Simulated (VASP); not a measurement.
OSZICAR of a VASP run on LiMg31O32:

**OSZICAR**
```
       N       E                     dE             d eps       ncg     rms          rms(c)
DAV:   1     0.228623025970E+04    0.22862E+04   -0.12324E+05   330   0.125E+03
DAV:   2    -0.154950514525E+03   -0.24412E+04   -0.23271E+04   460   0.326E+02
DAV:   3    -0.420501931550E+03   -0.26555E+03   -0.26364E+03   379   0.114E+02
DAV:   4    -0.425628104093E+03   -0.51262E+01   -0.51160E+01   364   0.175E+01
DAV:   5    -0.425680533307E+03   -0.52429E-01   -0.52411E-01   372   0.179E+00    0.403E+01
RMM:   6    -0.374430980504E+03    0.51250E+02   -0.23151E+02   322   0.315E+01    0.121E+01
RMM:   7    -0.375123725985E+03   -0.69275E+00   -0.14756E+01   322   0.710E+00    0.826E+00
RMM:   8    -0.374818524992E+03    0.30520E+00   -0.17896E+00   322   0.429E+00    0.101E+00
RMM:   9    -0.374831420353E+03   -0.12895E-01   -0.29480E-01   322   0.113E+00    0.584E-01
RMM:  10    -0.374837341682E+03   -0.59213E-02   -0.87879E-02   322   0.629E-01    0.270E-01
RMM:  11    -0.374839849695E+03   -0.25080E-02   -0.11282E-02   322   0.240E-01    0.350E-02
RMM:  12    -0.374840192214E+03   -0.34252E-03   -0.32495E-03   331   0.898E-02    0.271E-02
RMM:  13    -0.374840213287E+03   -0.21072E-04   -0.42285E-04   322   0.432E-02    0.194E-02
RMM:  14    -0.374840218801E+03   -0.55141E-05   -0.89473E-05   267   0.168E-02
   1 F= -.37484022E+03 E0= -.37484022E+03  d E =-.374840E+03
       N       E                     dE             d eps       ncg     rms          rms(c)
DAV:   1    -0.375333032274E+03   -0.49282E+00   -0.12609E+02   348   0.304E+01    0.148E+00
RMM:   2    -0.375474675204E+03   -0.14164E+00   -0.24993E+00   322   0.414E+00    0.901E-01
RMM:   3    -0.375433172697E+03    0.41503E-01   -0.14521E-01   322   0.106E+00    0.699E-01
RMM:   4    -0.375394944204E+03    0.38228E-01   -0.23204E-01   322   0.921E-01    0.346E-01
RMM:   5    -0.375392489674E+03    0.24545E-02   -0.19150E-02   322   0.294E-01    0.156E-01
RMM:   6    -0.375392633494E+03   -0.14382E-03   -0.14500E-02   322   0.215E-01    0.163E-01
RMM:   7    -0.375392171888E+03    0.46161E-03   -0.15166E-03   322   0.866E-02    0.735E-02
RMM:   8    -0.375392237029E+03   -0.65141E-04   -0.22482E-03   322   0.103E-01    0.664E-02
RMM:   9    -0.375392153449E+03    0.83580E-04   -0.14096E-04   303   0.282E-02    0.399E-02
RMM:  10    -0.375392149485E+03    0.39640E-05   -0.53255E-04   317   0.465E-02    0.264E-02
RMM:  11    -0.375392130663E+03    0.18822E-04   -0.54075E-05   263   0.161E-02    0.778E-03
RMM:  12    -0.375392130448E+03    0.21476E-06   -0.37260E-06   173   0.456E-03
   2 F= -.37539213E+03 E0= -.37539213E+03  d E =-.551912E+00
       N       E                     dE             d eps       ncg     rms          rms(c)
DAV:   1    -0.375392504272E+03   -0.37361E-03   -0.88941E-02   388   0.847E-01    0.404E-02
RMM:   2    -0.375392601568E+03   -0.97296E-04   -0.18132E-03   322   0.114E-01    0.246E-02
RMM:   3    -0.375392570837E+03    0.30732E-04   -0.10402E-04   316   0.286E-02    0.185E-02
RMM:   4    -0.375392543207E+03    0.27629E-04   -0.15221E-04   299   0.239E-02    0.841E-03
RMM:   5    -0.375392541756E+03    0.14510E-05   -0.20490E-05   210   0.911E-03
   3 F= -.37539254E+03 E0= -.37539254E+03  d E =-.552323E+00
       N       E                     dE             d eps       ncg     rms          rms(c)
DAV:   1    -0.375423471076E+03   -0.30928E-01   -0.10940E+01   372   0.939E+00    0.462E-01
RMM:   2    -0.375441024895E+03   -0.17554E-01   -0.21629E-01   322   0.124E+00    0.211E-01
RMM:   3    -0.375439718442E+03    0.13065E-02   -0.11702E-02   322   0.312E-01    0.149E-01
RMM:   4    -0.375438537391E+03    0.11811E-02   -0.59225E-03   322   0.167E-01    0.379E-02
RMM:   5    -0.375438542277E+03   -0.48859E-05   -0.48893E-04   318   0.527E-02    0.192E-02
RMM:   6    -0.375438544913E+03   -0.26366E-05   -0.17675E-04   303   0.265E-02    0.125E-02
RMM:   7    -0.375438543681E+03    0.12324E-05   -0.33179E-05   231   0.113E-02
   4 F= -.37543854E+03 E0= -.37543854E+03  d E =-.460019E-01
       N       E                     dE             d eps       ncg     rms          rms(c)
DAV:   1    -0.375440805310E+03   -0.22604E-02   -0.47966E+00   372   0.617E+00    0.306E-01
RMM:   2    -0.375448367761E+03   -0.75625E-02   -0.93684E-02   322   0.815E-01    0.139E-01
RMM:   3    -0.375447775793E+03    0.59197E-03   -0.50513E-03   322   0.204E-01    0.976E-02
RMM:   4    -0.375447264646E+03    0.51115E-03   -0.25582E-03   322   0.109E-01    0.241E-02
RMM:   5    -0.375447267641E+03   -0.29949E-05   -0.21489E-04   310   0.348E-02    0.117E-02
RMM:   6    -0.375447269469E+03   -0.18283E-05   -0.69226E-05   286   0.163E-02
   5 F= -.37544727E+03 E0= -.37544727E+03  d E =-.547277E-01
       N       E                     dE             d eps       ncg     rms          rms(c)
DAV:   1    -0.375452750862E+03   -0.54832E-02   -0.13428E+00   372   0.334E+00    0.167E-01
RMM:   2    -0.375454791046E+03   -0.20402E-02   -0.27782E-02   322   0.452E-01    0.869E-02
RMM:   3    -0.375454613328E+03    0.17772E-03   -0.15445E-03   322   0.113E-01    0.639E-02
RMM:   4    -0.375454451831E+03    0.16150E-03   -0.10111E-03   322   0.698E-02    0.201E-02
RMM:   5    -0.375454446357E+03    0.54740E-05   -0.82637E-05   290   0.211E-02
   6 F= -.37545445E+03 E0= -.37545445E+03  d E =-.717689E-02
       N       E                     dE             d eps       ncg     rms          rms(c)
DAV:   1    -0.375454682196E+03   -0.23036E-03   -0.15444E-01   412   0.113E+00    0.557E-02
RMM:   2    -0.375454939146E+03   -0.25695E-03   -0.33216E-03   322   0.156E-01    0.322E-02
RMM:   3    -0.375454920058E+03    0.19088E-04   -0.18310E-04   322   0.387E-02    0.238E-02
RMM:   4    -0.375454900650E+03    0.19407E-04   -0.12839E-04   305   0.253E-02    0.807E-03
RMM:   5    -0.375454899369E+03    0.12817E-05   -0.10788E-05   194   0.754E-03
   7 F= -.37545490E+03 E0= -.37545490E+03  d E =-.762990E-02
       N       E                     dE             d eps       ncg     rms          rms(c)
DAV:   1    -0.375456199451E+03   -0.12988E-02   -0.45453E-01   372   0.195E+00    0.967E-02
RMM:   2    -0.375456962906E+03   -0.76345E-03   -0.90748E-03   322   0.261E-01    0.432E-02
RMM:   3    -0.375456928363E+03    0.34543E-04   -0.48944E-04   322   0.649E-02    0.308E-02
RMM:   4    -0.375456890704E+03    0.37660E-04   -0.21308E-04   319   0.334E-02    0.795E-03
RMM:   5    -0.375456890953E+03   -0.24973E-06   -0.17552E-05   202   0.102E-02
   8 F= -.37545689E+03 E0= -.37545689E+03  d E =-.199158E-02
       N       E                     dE             d eps       ncg     rms          rms(c)
DAV:   1    -0.375456939264E+03   -0.48560E-04   -0.22124E-01   372   0.136E+00    0.668E-02
RMM:   2    -0.375457317149E+03   -0.37788E-03   -0.44452E-03   322   0.182E-01    0.306E-02
RMM:   3    -0.375457301015E+03    0.16134E-04   -0.23977E-04   322   0.454E-02    0.219E-02
RMM:   4    -0.375457282632E+03    0.18383E-04   -0.10515E-04   302   0.235E-02    0.576E-03
RMM:   5    -0.375457282655E+03   -0.23720E-07   -0.90087E-06   194   0.721E-03
   9 F= -.37545728E+03 E0= -.37545728E+03  d E =-.238329E-02
```

Which electronic solver shows in the log?

It is blocked Davidson (ALGO = Normal, or the opening steps of other solvers) and then RMM-DIIS (ALGO = Fast or VeryFast). The INCAR had ALGO = Fast.

Can the final energy be trusted as converged?

The calculation finished and met its thresholds. It stopped with EDIFF = 1E-5, NELM = 100, NSW = 60 and EDIFFG = -0.03 after 9 ionic steps (PBE GGA, plane waves, VASP's PBE PAW potentials (set 64)).  The cell is charged, with a uniform compensating background. The supercell is sampled at Γ alone, which is coarse: total energies, pressure and levels can be off, energies of defects by several tenths of an eV.

The cell is a supercell with a defect, built from MgO (rock salt): Li_Mg, charge -1. The run is not spin-polarised, so no state with unpaired spins was tried.
